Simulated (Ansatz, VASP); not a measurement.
# ZnS (Wurtzite-2H) in two plane-wave programs, part 2 of 3

Wanted: the spread between two codes on one cell, functional and k mesh. The cell is taken from a series of runs on this material, whose earlier steps may have relaxed, scaled, displaced or heated it; both programs get it as it stands.

VASP 6.6.1 and Ansatz 0.2.0.

So far: The starting structure; VASP: zone-centre phonons, LDA.

### Step 2. VASP: zone-centre phonons, LDA (continued)

Level of this step: LDA; plane waves and PAW (S, Zn) (VASP).

From OUTCAR (step 2):

```text
ion  position               nearest neighbor table
   1  0.333  0.667  0.381-   3 2.29   4 2.29   4 2.29   4 2.29
   2  0.667  0.333  0.881-   4 2.29   3 2.29   3 2.29   3 2.29
   3  0.333  0.667  0.004-   1 2.29   2 2.29   2 2.29   2 2.29
   4  0.667  0.333  0.504-   2 2.29   1 2.29   1 2.29   1 2.29

  LATTYP: Found a hexagonal cell.
 ALAT       =     3.7476481175
 C/A-ratio  =     1.6227288171

 Subroutine GETGRP returns: Found 12 space group operations
 (whereof  6 operations were pure point group operations)

The static configuration has the point symmetry C_3v.
 The point group associated with its full space group is C_6v.

 Found     95 irreducible k-points:

   k-points           NKPTS =     95   k-points in BZ     NKDIM =     95   number of bands    NBANDS=     24

   dimension x,y,z NGX =    28 NGY =   28 NGZ =   48
   dimension x,y,z NGXF=    56 NGYF=   56 NGZF=   96

   ENCUT  =  500.0 eV  36.75 Ry    6.06 a.u.   6.83  6.83 11.09*2*pi/ulx,y,z

   NELECT =      36.0000    total number of electrons

 k-points in reciprocal lattice and weights: Automatic mesh
   0.00000000  0.00000000  0.00000000       0.001
   0.08333333 -0.00000000  0.00000000       0.005
   0.16666667 -0.00000000  0.00000000       0.005
   0.25000000 -0.00000000  0.00000000       0.005
   0.33333333  0.00000000  0.00000000       0.005
   0.41666667 -0.00000000  0.00000000       0.005
   0.50000000 -0.00000000  0.00000000       0.003
   0.08333333  0.08333333  0.00000000       0.005
   0.16666667  0.08333333  0.00000000       0.010
[...]
-1.873824059  3.245558474  0.000000000     0.000000000  0.308113383  0.000000000
     0.000000000  0.000000000  6.081416597     0.000000000  0.000000000  0.164435372

 POSITION                                       TOTAL-FORCE (eV/Angst)
 -----------------------------------------------------------------------------------
     -0.00000      2.16371      2.31473         0.000000     -0.000000     -0.000106
      1.87382      1.08185      5.35544        -0.000000      0.000000     -0.000106
      0.00000      2.16371      0.02661         0.000000     -0.000000      0.000106
      1.87382      1.08185      3.06732        -0.000000     -0.000000      0.000106
 -----------------------------------------------------------------------------------
    total drift:                                0.000003     -0.000003     -0.000064

 MACROSCOPIC STATIC DIELECTRIC TENSOR (including local field effects in DFT)
 ------------------------------------------------------
           6.028883     0.000000     0.000000
           0.000000     6.028883     0.000000
          -0.000000     0.000000     6.098195
 ------------------------------------------------------

 PIEZOELECTRIC TENSOR (including local field effects)  for field in x, y, z        (C/m^2)
          XX          YY          ZZ          XY          YZ          ZX
  --------------------------------------------------------------------------------
  x     0.00000     0.00000     0.00000    -0.00000     0.00000     0.35528
  y     0.00000    -0.00000     0.00000    -0.00000     0.35528     0.00000
  z     0.34225     0.34225    -0.72471     0.00000     0.00000     0.00000

 BORN EFFECTIVE CHARGES (including local field effects) (in |e|, cummulative output)
 ---------------------------------------------------------------------------------
 ion    1
    1    -1.84671    -0.00000     0.00000
    2    -0.00000    -1.84671     0.00000
    3    -0.00000     0.00000    -1.93205
 ion    2
    1    -1.84671    -0.00000     0.00000
    2    -0.00000    -1.84671     0.00000
    3     0.00000    -0.00000    -1.93205
 ion    3
    1     1.84671     0.00000    -0.00000
    2     0.00000     1.84671     0.00000
    3     0.00000     0.00000     1.93205
 ion    4
    1     1.84671     0.00000     0.00000
    2     0.00000     1.84671    -0.00000
    3    -0.00000    -0.00000     1.93205

 Eigenvectors and eigenvalues of the dynamical matrix
 ----------------------------------------------------

   1 f  =   10.657295 THz    66.961759 2PiTHz  355.489092 cm-1    44.075010 meV
             X         Y         Z           dx          dy          dz
     -0.000000  2.163706  2.314734     0.000000    0.000000    0.690143
      1.873824  1.081853  5.355442    -0.000000   -0.000000   -0.690143
      0.000000  2.163706  0.026611    -0.000000   -0.000000   -0.153957
      1.873824  1.081853  3.067320    -0.000000   -0.000000    0.153957

   2 f  =    9.103925 THz    57.201651 2PiTHz  303.674265 cm-1    37.650793 meV
             X         Y         Z           dx          dy          dz
     -0.000000  2.163706  2.314734     0.429039    0.429653   -0.000000
      1.873824  1.081853  5.355442    -0.429039   -0.429653    0.000000
      0.000000  2.163706  0.026611     0.256062    0.256429    0.000000
      1.873824  1.081853  3.067320    -0.256062   -0.256429   -0.000000

   3 f  =    9.103925 THz    57.201651 2PiTHz  303.674265 cm-1    37.650793 meV
             X         Y         Z           dx          dy          dz
     -0.000000  2.163706  2.314734    -0.429653    0.429039   -0.000000
      1.873824  1.081853  5.355442     0.429653   -0.429039   -0.000000
      0.000000  2.163706  0.026611    -0.256429    0.256062    0.000000
      1.873824  1.081853  3.067320     0.256429   -0.256062    0.000000

   4 f  =    8.907295 THz    55.966186 2PiTHz  297.115386 cm-1    36.837596 meV
             X         Y         Z           dx          dy          dz
     -0.000000  2.163706  2.314734    -0.409181   -0.409769   -0.000000
      1.873824  1.081853  5.355442    -0.409181   -0.409769   -0.000000
      0.000000  2.163706  0.026611     0.286726    0.287138    0.000000
      1.873824  1.081853  3.067320     0.286726    0.287138    0.000000

   5 f  =    8.907295 THz    55.966186 2PiTHz  297.115386 cm-1    36.837596 meV
             X         Y         Z           dx          dy          dz
     -0.000000  2.163706  2.314734     0.409769   -0.409181    0.000000
      1.873824  1.081853  5.355442     0.409769   -0.409181    0.000000
      0.000000  2.163706  0.026611    -0.287138    0.286726   -0.000000
      1.873824  1.081853  3.067320    -0.287138    0.286726   -0.000000

   6 f  =    8.833901 THz    55.505035 2PiTHz  294.667211 cm-1    36.534062 meV
             X         Y         Z           dx          dy          dz
     -0.000000  2.163706  2.314734    -0.000000    0.000000    0.578892
      1.873824  1.081853  5.355442    -0.000000    0.000000    0.578892
      0.000000  2.163706  0.026611     0.000000   -0.000000   -0.406059
      1.873824  1.081853  3.067320     0.000000   -0.000000   -0.406059

   7 f  =    5.985398 THz    37.607365 2PiTHz  199.651390 cm-1    24.753606 meV
             X         Y         Z           dx          dy          dz
     -0.000000  2.163706  2.314734     0.000000   -0.000000    0.153957
      1.873824  1.081853  5.355442    -0.000000   -0.000000   -0.153957
      0.000000  2.163706  0.026611    -0.000000    0.000000    0.690143
      1.873824  1.081853  3.067320     0.000000   -0.000000   -0.690143

   8 f  =    2.065584 THz    12.978448 2PiTHz   68.900469 cm-1     8.542566 meV
             X         Y         Z           dx          dy          dz
     -0.000000  2.163706  2.314734     0.256087    0.256405    0.000000
      1.873824  1.081853  5.355442    -0.256087   -0.256405    0.000000
      0.000000  2.163706  0.026611    -0.429079   -0.429613    0.000000
      1.873824  1.081853  3.067320     0.429079    0.429613    0.000000

   9 f  =    2.065584 THz    12.978448 2PiTHz   68.900469 cm-1     8.542566 meV
             X         Y         Z           dx          dy          dz
     -0.000000  2.163706  2.314734     0.256405   -0.256087   -0.000000
      1.873824  1.081853  5.355442    -0.256405    0.256087   -0.000000
      0.000000  2.163706  0.026611    -0.429613    0.429079   -0.000000
      1.873824  1.081853  3.067320     0.429613   -0.429079   -0.000000

  10 f/i=    0.002745 THz     0.017246 2PiTHz    0.091559 cm-1     0.011352 meV
             X         Y         Z           dx          dy          dz
     -0.000000  2.163706  2.314734    -0.316191   -0.254329   -0.000000
      1.873824  1.081853  5.355442    -0.316191   -0.254329   -0.000000
      0.000000  2.163706  0.026611    -0.451230   -0.362948   -0.000000
      1.873824  1.081853  3.067320    -0.451230   -0.362948   -0.000000

  11 f/i=    0.002745 THz     0.017246 2PiTHz    0.091559 cm-1     0.011352 meV
             X         Y         Z           dx          dy          dz
     -0.000000  2.163706  2.314734     0.254329   -0.316191   -0.000000
      1.873824  1.081853  5.355442     0.254329   -0.316191   -0.000000
      0.000000  2.163706  0.026611     0.362948   -0.451230   -0.000000
      1.873824  1.081853  3.067320     0.362948   -0.451230   -0.000000

  12 f/i=    0.006929 THz     0.043536 2PiTHz    0.231125 cm-1     0.028656 meV
             X         Y         Z           dx          dy          dz
     -0.000000  2.163706  2.314734     0.000000   -0.000000    0.406059
      1.873824  1.081853  5.355442     0.000000   -0.000000    0.406059
      0.000000  2.163706  0.026611     0.000000   -0.000000    0.578892
      1.873824  1.081853  3.067320     0.000000   -0.000000    0.578892

 MACROSCOPIC STATIC DIELECTRIC TENSOR IONIC CONTRIBUTION
 ------------------------------------------------------
           2.388397     0.000000    -0.000000
           0.000000     2.388397     0.000000
          -0.000000     0.000000     2.656936
 ------------------------------------------------------

 ELASTIC MODULI CONTR FROM IONIC RELAXATION (kBar)
 Direction    XX          YY          ZZ          XY          YZ          ZX
 --------------------------------------------------------------------------------
 XX        -377.4853    163.6586    214.2664     -0.0000     -0.0000     -0.0000
 YY         163.6586   -377.4853    214.2664     -0.0000      0.0000      0.0000
 ZZ         214.2664    214.2664   -429.4142      0.0000      0.0000     -0.0000
 XY          -0.0000     -0.0000      0.0000   -270.5719      0.0000     -0.0000
 YZ           0.0000     -0.0000      0.0000      0.0000    -99.9705     -0.0000
 ZX          -0.0000      0.0000     -0.0000     -0.0000     -0.0000   -114.5839
 --------------------------------------------------------------------------------

 PIEZOELECTRIC TENSOR IONIC CONTR  for field in x, y, z        (C/m^2)
          XX          YY          ZZ          XY          YZ          ZX
  --------------------------------------------------------------------------------
  x    -0.00000     0.00000    -0.00000    -0.00000    -0.00000    -0.49225
  y     0.00000     0.00000     0.00000     0.00000    -0.45979    -0.00000
  z    -0.50151    -0.50151     1.00508    -0.00000    -0.00000     0.00000
```

The dielectric response converges more slowly with the mesh than energies do, so tensor and charges may still move on a finer one.

(Part 2 of 3 ends here.)

[Lines on the potential files, build, host, timing and source positions are cut from VASP's logs without a mark.]

[Logs are printed without paths, hosts, clocks, repeated set-up lines and the standing remarks that a program may print on its own settings, such as how far it seeks lower states.]

[Hosts, paths, dates, database ids (printed as entryN), source tags and the programs' standing remarks are cut or masked in the printed files.]
